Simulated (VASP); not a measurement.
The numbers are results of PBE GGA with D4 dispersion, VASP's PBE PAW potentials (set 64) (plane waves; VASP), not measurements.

The input files of a VASP run:

POSCAR:
```
AuZn
6.1608570
  0.5000000228   0.0000000000   0.0000000000
  0.0000000000   0.5000000228   0.0000000000
  0.0000000000   0.0000000000   0.5000000228
Zn Au
1 1
Direct
  0.5000000000   0.5000000000   0.5000000000
  0.0000000000   0.0000000000   0.0000000000
```

### KPOINTS
```
K-points
0
G
12 12 12
```

**INCAR**
```
! general
SYSTEM  = AuZn
PREC    = Accurate
ENCUT   = 520   ! plane-wave cut-off (eV)
LREAL   = .False.
LASPH   = .True.   ! aspherical one-centre terms

! electronic loop
EDIFF   = 1E-7   ! SCF stop (eV)
NELM    = 100
ALGO    = Normal   ! blocked Davidson
LMAXMIX = 6

! smearing
ISMEAR  = 1
SIGMA   = 0.1   ! width (eV)

! functional
GGA     = PE   ! PBE
IVDW    = 13

! ions
ISIF    = 2

! output
LWAVE   = .False.
LCHARG  = .False.
```

POTCAR, in this order: Zn Au (PBE.64 set). Program: vasp_std.

Q: What will the output report for the number of irreducible k-points (NKPTS), largest plane-wave count, number of space-group operations, FFT grid (NGX, NGY, NGZ)?

A: 
- number of irreducible k-points (NKPTS) = 84
- largest plane-wave count = 840
- number of space-group operations = 48
- FFT grid (NGX, NGY, NGZ) = 24 × 24 × 24

The compound is AuZn in the CsCl type structure. This cell is one point of a volume scan, at 0.94 of the reference volume. The electron count is odd and the run is not spin-polarised, which forces a metal.
